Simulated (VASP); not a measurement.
# Zr3Ag (Pm-3m) in VASP: single point with LDA

Aim: the single point of Zr3Ag with LDA.

Program: VASP 6.6.1. These are calculated values, not measurements. Logs are shortened: lines on timing, memory, paths and dates and some standing lists are left out, and cuts for length are marked.

**1. The crystal as given**

It takes space group Pm-3m (No. 221, cubic). The conventional cell has a = 4.417 Å, b = 4.417 Å, c = 4.417 Å, α = 90.00°, β = 90.00°, γ = 90.00°. Around Zr (site symmetry 4/mmm) lie 8 Zr at 3.12 Å and 4 Ag at 3.12 Å. Ag (site symmetry m-3m) has 12 Zr at 3.12 Å as nearest neighbours.

The cell comes from a database or a generator and needn't be the stable form of this composition.

**2. Single point, LDA**

File INCAR:

```
  ALGO = Normal
  EDIFF = 1E-7
  ENCUT = 520
  GGA = CA
  ISIF = 2
  ISMEAR = -1
  LASPH = True
  LCHARG = True
  LELF = True
  LREAL = False
  LVHAR = True
  LWAVE = False
  NBANDS = 32
  NELM = 60
  PREC = Accurate
  SIGMA = 0.15
```

File KPOINTS:

```
k-points
0
Gamma
  5 5 5
```

File POSCAR:

```
Zr3Ag
1.0
    4.4165000000      0.0000000000      0.0000000000
    0.0000000000      4.4165000000      0.0000000000
    0.0000000000      0.0000000000      4.4165000000
Zr Ag
3 1
Direct
    0.5000000000      0.5000000000      0.0000000000
    0.0000000000      0.5000000000      0.5000000000
    0.5000000000      0.0000000000      0.5000000000
    0.0000000000      0.0000000000      0.0000000000
```

Potentials or basis: VASP PAW LDA potentials, release 64 (Zr_sv, Ag).

Command:

```sh
$ cat potpaw_LDA.64/Zr_sv/POTCAR potpaw_LDA.64/Ag/POTCAR > POTCAR
$ mpirun -np 1 vasp_std > vasp.out
```

OUTCAR:

```text
EDIFF = 1E-7
   ENCUT = 520
   GGA = CA
   ISIF = 2
   ISMEAR = -1
   LASPH = True
   LREAL = False
   NELM = 60
   PREC = Accurate

 ion  position               nearest neighbor table
   1  0.500  0.500  0.000-   2 3.12   3 3.12   4 3.12   2 3.12   3 3.12   3 3.12   4 3.12   3 3.12
                             2 3.12   4 3.12   2 3.12   4 3.12
   2  0.000  0.500  0.500-   1 3.12   3 3.12   4 3.12   1 3.12   4 3.12   3 3.12   4 3.12   4 3.12
                             1 3.12   3 3.12   1 3.12   3 3.12
   3  0.500  0.000  0.500-   1 3.12   2 3.12   4 3.12   1 3.12   4 3.12   1 3.12   2 3.12   1 3.12
                             2 3.12   4 3.12   4 3.12   2 3.12
   4  0.000  0.000  0.000-   1 3.12   2 3.12   3 3.12   2 3.12   3 3.12   1 3.12   2 3.12   2 3.12
                             1 3.12   3 3.12   3 3.12   1 3.12

  LATTYP: Found a simple cubic cell.
 ALAT       =     4.4165000000

  Lattice vectors:

 A1 = (   4.4165000000,   0.0000000000,   0.0000000000)
 A2 = (   0.0000000000,   4.4165000000,   0.0000000000)
 A3 = (   0.0000000000,   0.0000000000,   4.4165000000)

Analysis of symmetry for initial positions (statically):
=====================================================================
 Subroutine PRICEL returns:
 Original cell was already a primitive cell.

 Routine SETGRP: Setting up the symmetry group for a
 simple cubic supercell.

 Subroutine GETGRP returns: Found 48 space group operations
 (whereof 48 operations were pure point group operations)
 out of a pool of 48 trial point group operations.

The static configuration has the point symmetry O_h .

Analysis of symmetry for dynamics (positions and initial velocities):
=====================================================================
 Subroutine PRICEL returns:
 Original cell was already a primitive cell.

 Routine SETGRP: Setting up the symmetry group for a
 simple cubic supercell.

 Subroutine GETGRP returns: Found 48 space group operations
 (whereof 48 operations were pure point group operations)
 out of a pool of 48 trial point group operations.

The dynamic configuration has the point symmetry O_h .

 Subroutine INISYM returns: Found 48 space group operations
 (whereof 48 operations are pure point group operations),
 and found     1 'primitive' translations

----------------------------------------------------------------------------------------

                                     Primitive cell

  volume of cell :      86.1459

  direct lattice vectors                    reciprocal lattice vectors
     4.416500000  0.000000000  0.000000000     0.226423639  0.000000000  0.000000000
     0.000000000  4.416500000  0.000000000     0.000000000  0.226423639  0.000000000
     0.000000000  0.000000000  4.416500000     0.000000000  0.000000000  0.226423639

  length of vectors
     4.416500000  4.416500000  4.416500000     0.226423639  0.226423639  0.226423639

  position of ions in fractional coordinates (direct lattice)
     0.500000000  0.500000000  0.000000000
     0.000000000  0.500000000  0.500000000
     0.500000000  0.000000000  0.500000000
     0.000000000  0.000000000  0.000000000

  ion indices of the primitive-cell ions
   primitive index   ion index
                 1           1
                 2           2
                 3           3
                 4           4

----------------------------------------------------------------------------------------

 KPOINTS: k-points

Automatic generation of k-mesh.
 Grid dimensions read from file:
 generate k-points for:    5    5    5

 Generating k-lattice:

  Cartesian coordinates                     Fractional coordinates (reciprocal lattice)
     0.045284728  0.000000000  0.000000000     0.200000000  0.000000000  0.000000000
     0.000000000  0.045284728  0.000000000     0.000000000  0.200000000  0.000000000
     0.000000000  0.000000000  0.045284728     0.000000000  0.000000000  0.200000000

  Length of vectors
     0.045284728  0.045284728  0.045284728

  Shift w.r.t. Gamma in fractional coordinates (k-lattice)
     0.000000000  0.000000000  0.000000000

 Subroutine IBZKPT returns following result:
 ===========================================

 Found     10 irreducible k-points:

 Following reciprocal coordinates:
            Coordinates               Weight
  0.000000  0.000000  0.000000      1.000000
  0.200000  0.000000  0.000000      6.000000
  0.400000  0.000000  0.000000      6.000000
  0.200000  0.200000  0.000000     12.000000
  0.400000  0.200000  0.000000     24.000000
  0.400000  0.400000  0.000000     12.000000
  0.200000  0.200000  0.200000      8.000000
  0.400000  0.200000  0.200000     24.000000
  0.400000  0.400000  0.200000     24.000000
  0.400000  0.400000  0.400000      8.000000
   k-points           NKPTS =     10   k-points in BZ     NKDIM =     10   number of bands    NBANDS=     32
   number of dos      NEDOS =    301   number of ions     NIONS =      4
   total plane-waves  NPLWV =  46656
   dimension x,y,z NGX =    36 NGY =   36 NGZ =   36
   dimension x,y,z NGXF=    72 NGYF=   72 NGZF=   72
   ions per type =               3   1
   NGX,Y,Z   is equivalent  to a cutoff of  13.55, 13.55, 13.55 a.u.
   NGXF,Y,Z  is equivalent  to a cutoff of  27.10, 27.10, 27.10 a.u.
 SYSTEM =  unknown system
   PREC   = accura    normal or accurate (medium, high low for compatibility)
   ISTART =      0    job   : 0-new  1-cont  2-samecut
   ICHARG =      2    charge: 1-file 2-atom 10-const
   ISPIN  =      1    spin polarized calculation?
   LNONCOLLINEAR =      F non collinear calculations
   LSORBIT =      F    spin-orbit coupling
   LASPH  =      T    aspherical Exc in radial PAW
   ENCUT  =  520.0 eV  38.22 Ry    6.18 a.u.   8.21  8.21  8.21*2*pi/ulx,y,z
   NELM   =     60;   NELMIN=  2; NELMDL= -5     # of ELM steps
   EDIFF  = 0.1E-06   stopping-criterion for ELM
   LREAL  =      F    real-space projection
   EDIFFG = 0.1E-05   stopping-criterion for IOM
   NSW    =      0    number of steps for IOM
   IBRION =     -1    ionic relax: 0-MD 1-quasi-New 2-CG
   NFREE  =      0    steps in history (QN), initial steepest desc. (CG)
   ISIF   =      2    stress and relaxation
   ISYM   =      2    0-nonsym 1-usesym 2-fastsym
   POTIM  = 0.5000    time-step for ionic-motion
   TEBEG  =    0.0;   TEEND  =   0.0 temperature during run
   PSTRESS=    0.0 pullay stress
   NELECT =      47.0000    total number of electrons
   NUPDOWN=      -1.0000    fix difference up-down
   EMIN   =  10.00;   EMAX   =-10.00  energy-range for DOS
   EFERMI =   0.00;   METHOD = LEGACY
   ISMEAR =    -1;   SIGMA  =   0.15  broadening in eV -4-tet -1-fermi 0-gaus
   EFERMI_NEDOS =   21; number of points for ismear=-14 and -15
   IALGO  =     38    algorithm
   IMIX   =      4    mixing-type and parameters
     AMIX     =   0.40;   BMIX     =  1.00
     AMIX_MAG =   1.60;   BMIX_MAG =  1.00
  volume/ion in A,a.u.               =      21.54       145.34
  Fermi-wavevector in a.u.,A,eV,Ry     =   1.337712  2.527909 24.347255  1.789473
  Thomas-Fermi vector in A             =   2.466239
   LORBIT       =      0    0 simple, 1 ext, 2 COOP (PROOUT), +10 PAW based schemes
   GGA     = CA    functional components
   LHFCALC =     F    Hartree Fock is set to
   AEXX    =    0.0000 exact exchange contribution
   IVDW    =     0    specifies the selected vdW correction
   LEPSILON=     F    determine dielectric tensor
   LRPA    =     F    only Hartree local field effects (RPA)
 non-spin polarized calculation
  energy-cutoff  :      520.00
  volume of cell :       86.15
 maximum number of plane-waves:      2338
 NGX is ok and might be reduce to    36
   NGX = 17   NGY = 17   NGZ = 17

 number of electron      47.0000004 magnetization

 Free energy of the ion-electron system (eV)
  ---------------------------------------------------
  ext. energy  EPLUGINS =         0.00000000
  ---------------------------------------------------
  free energy    TOTEN  =       -31.79001608 eV

  energy without entropy =      -31.41058638  energy(sigma->0) =      -31.60030123

 E-fermi :   8.5923     XC(G=0): -11.5864

 val. band max:        8.5153135002   @ k =   0.4000   0.4000   0.2000
 cond. band min:       8.6298675497   @ k =   0.4000   0.4000   0.4000
 fundamental gap:      0.1145540495
 Fermi energy:         8.5923279155

 k-point     1 :       0.0000    0.0000    0.0000
  band No.  band energies     occupation
      1     -39.7756      2.00000
      2     -39.5817      2.00000
      3     -39.5817      2.00000
      4     -18.2797      2.00000
      5     -18.2797      2.00000
      6     -18.2797      2.00000
[... 24 lines left out ...]
     31      13.0718      0.00000
     32      13.0718      0.00000

 k-point     2 :       0.2000    0.0000    0.0000
  band No.  band energies     occupation
      1     -39.7594      2.00000
      2     -39.5980      2.00000
      3     -39.5815      2.00000
      4     -18.2375      2.00000
      5     -18.2375      2.00000
      6     -18.2140      2.00000
[... 24 lines left out ...]
     31      12.3303      0.00000
     32      12.9684      0.00000

 k-point     3 :       0.4000    0.0000    0.0000
  band No.  band energies     occupation
      1     -39.7217      2.00000
      2     -39.6359      2.00000
      3     -39.5812      2.00000
      4     -18.1487      2.00000
      5     -18.1487      2.00000
      6     -18.0377      2.00000
[... 24 lines left out ...]
     31      11.4928      0.00000
     32      11.7388      0.00000

 k-point     4 :       0.2000    0.2000    0.0000
  band No.  band energies     occupation
      1     -39.7445      2.00000
      2     -39.6040      2.00000
      3     -39.5903      2.00000
      4     -18.2649      2.00000
      5     -18.1938      2.00000
      6     -18.1039      2.00000
[... 164 lines left out ...]
     31      11.9092      0.00000
     32      12.2943      0.00000

 k-point     9 :       0.4000    0.4000    0.2000
  band No.  band energies     occupation
      1     -39.6719      2.00000
      2     -39.6394      2.00000
      3     -39.6256      2.00000
      4     -18.3491      2.00000
      5     -18.1959      2.00000
      6     -18.0734      2.00000
[... 24 lines left out ...]
     31      12.0323      0.00000
     32      12.1766      0.00000

 k-point    10 :       0.4000    0.4000    0.4000
  band No.  band energies     occupation
      1     -39.6577      2.00000
      2     -39.6391      2.00000
      3     -39.6391      2.00000
      4     -18.4814      2.00000
      5     -18.1987      2.00000
      6     -18.1923      2.00000
[... 24 lines left out ...]
     31      12.1493      0.00000
     32      12.3589      0.00000

------------------------ aborting loop because EDIFF is reached ----------------------------------------

  FORCE on cell =-STRESS in cart. coord.  units (eV):
  Direction    XX          YY          ZZ          XY          YZ          ZX
  --------------------------------------------------------------------------------------
  -------------------------------------------------------------------------------------
  Total       -4.0654769     -4.0654769     -4.0654769      0.0000000      0.0000000     -0.0000000
  in kB      -75.6114171    -75.6114171    -75.6114171      0.0000000      0.0000000     -0.0000000
  external PRESSURE =     -75.6114171 kB  Pullay stress =       0.0000000 kB

 VOLUME and BASIS-vectors are now :
 -----------------------------------------------------------------------------
  energy-cutoff  :      520.00
  volume of cell :       86.15
      direct lattice vectors                 reciprocal lattice vectors
     4.416500000  0.000000000  0.000000000     0.226423639  0.000000000  0.000000000
     0.000000000  4.416500000  0.000000000     0.000000000  0.226423639  0.000000000
     0.000000000  0.000000000  4.416500000     0.000000000  0.000000000  0.226423639

 POSITION                                       TOTAL-FORCE (eV/Angst)
 -----------------------------------------------------------------------------------
      2.20825      2.20825      0.00000         0.000000      0.000000      0.000000
      0.00000      2.20825      2.20825         0.000000      0.000000      0.000000
      2.20825      0.00000      2.20825         0.000000      0.000000      0.000000
      0.00000      0.00000      0.00000         0.000000      0.000000      0.000000
 -----------------------------------------------------------------------------------
    total drift:                                0.000000      0.000000      0.000000

  FREE ENERGIE OF THE ION-ELECTRON SYSTEM (eV)
  ---------------------------------------------------
  free  energy   TOTEN  =       -31.7900160835 eV

  energy  without entropy=      -31.4105863763  energy(sigma->0) =      -31.60030123
```

Run time: 61 s. Hardware: 1 thread of AMD EPYC 7R13 (Zen 3), shared host; peak memory 0.14 GiB.

Results:

```yaml
Free_energy: -31.7900 eV
Pressure: -7.6 GPa
Band_gap_on_the_k_mesh: none (metal or under the smearing width)
```
